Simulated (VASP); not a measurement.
An input for Ansatz (written as the equivalent of a VASP run, and not itself run):

Ansatz 0.2 input:
```yaml
crystal:
  lattice:
    - [1.6836388, -2.9161480, 0.0000000]
    - [1.6836388, 2.9161480, 0.0000000]
    - [0.0000000, 0.0000000, 5.1585311]
  atoms:
    - { symbol: Zr, position: [0.0000000, 0.0000000, 1.0000000] }
    - { symbol: S, position: [0.3333330, 0.6666670, 0.2946293] }
    - { symbol: S, position: [0.6666670, 0.3333330, 0.7053707] }
kpoints:
  mp_grid: { grid: [10, 10, 6] }
hamiltonian:
  xc: pbesol
  pseudopotentials: { kind: paw }
scf:
  occupations: { method: methfessel_paxton, width: 0.1 }
  max_iter: 100
relax:
  max_steps: 40
  f_tol: 0.02
  cell: { p_target: 30 }
output: { forces: true, stress: true, eigenvalues: true }
```

Write the VASP files for the same calculation (PBEsol).

One answer among several that fit: 
KPOINTS:
```
Automatic mesh
0
Gamma
10 10 6
0 0 0
```

### POSCAR
```
ZrS2
1
    1.6836387952    -2.9161480200     0.0000000000
    1.6836387952     2.9161480200    -0.0000000000
    0.0000000000     0.0000000000     5.1585311441
Zr S
1 2
Direct
  0.0000000000   0.0000000000   1.0000000000
  0.3333330000   0.6666670000   0.2946293203
  0.6666670000   0.3333330000   0.7053706797
```

INCAR:
```
SYSTEM = ZrS2
PREC = Accurate; ENCUT = 500; LREAL = .FALSE.
LASPH = .TRUE.
EDIFF = 1E-6; NELM = 100; ALGO = Normal
LMAXMIX = 4
ISMEAR = 1; SIGMA = 0.1
GGA = PS
IBRION = 2; NSW = 40; ISIF = 3
EDIFFG = -0.02; PSTRESS = 300
LWAVE = .FALSE.; LCHARG = .FALSE.
```

POTCAR, in this order: Zr_sv S (PBE.64 set). Program: vasp_std.

Limits of the translation: each code has its own PAW files, so the cut-off isn't converted (ENCUT is set for VASP's; basis.ecutwfc is left out, and Ansatz then takes the one that its files recommend); Ansatz stops its SCF on the density residual and VASP on the energy change (EDIFF).

The compound is ZrS2 in the 1T layered structure. This run relaxes it under an external pressure of 30 GPa. Symmetry was kept, so distortions that lower it aren't found.
